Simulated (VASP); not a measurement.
Here is the system:

```
Li2Se
1.0
    0.00000     2.97898     2.97898
    2.97898     0.00000     2.97898
    2.97898     2.97898     0.00000
Li Se
2 1
Direct
  0.25000   0.25000   0.25000
  0.75000   0.75000   0.75000
  0.00000   0.00000   0.00000
```

Method: PBEsol GGA, VASP's PBE PAW potentials (set 64) (plane waves; VASP 6.6.1). Numerical set-up: 600 eV cut-off, 6×6×6 Γ-centred mesh, Gaussian smearing of 0.050 eV, potentials Li_sv Se.

Energy and stress use the plane-wave basis of the starting cell.

Problem. The ions, cell shape and volume at an external pressure of 10.0 GPa are relaxed. Predict the relaxed structure.

Solution. 
```
Li2Se
1.0
    0.00000     2.78647     2.78647
    2.78647     0.00000     2.78647
    2.78647     2.78647     0.00000
Li Se
2 1
Cartesian
  1.39323   1.39323   1.39323
  4.17970   4.17970   4.17970
  2.78647   2.78647   0.00000
```
Space group Fm-3m (225), at a tolerance of 0.03 Å.

Problem. How do energy and volume change from the first to the last step?

Solution. The energy (σ→0) changes by +81.9 meV/atom and the volume by -18.2 %, in 5 ionic steps.

The compound is Li2Se in the antifluorite structure. This run relaxes it under an external pressure of 10 GPa. Symmetry was kept, so distortions that lower it aren't found.
